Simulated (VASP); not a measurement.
Input:

```yaml
crystal:
  lattice:
    - [1.46733, -2.54150, 0.00000]
    - [1.46733, 2.54150, 0.00000]
    - [0.00000, 0.00000, 4.63121]
  atoms:
    - { symbol: Ti, position: [0.31366, 0.68634, 0.25000] }
    - { symbol: Ti, position: [0.66667, 0.33333, 0.75000] }
```

Calculation: r2SCAN meta-GGA, VASP's PBE PAW potentials (set 64) (plane waves; VASP). Settings: 480 eV cut-off, 14×14×8 Γ-centred mesh, first-order Methfessel-Paxton smearing of 0.10 eV, potentials Ti_sv.

**Question.** Which forces act on the atoms, in eV/Å?

**Answer.** 
```csv
atom,Fx,Fy,Fz
Ti1,0.000,-0.196,0.000
Ti2,0.000,0.196,0.000
```

**Question.** Give the stress tensor in GPa (positive for a compressed cell).

**Answer.** 
```
 1.63   0.00   0.00
 0.00  -1.16   0.00
 0.00   0.00   0.44
```
The pressure is its mean diagonal, 0.30 GPa.

The compound is Ti in the hcp structure. This cell was strained or had an atom moved on purpose.
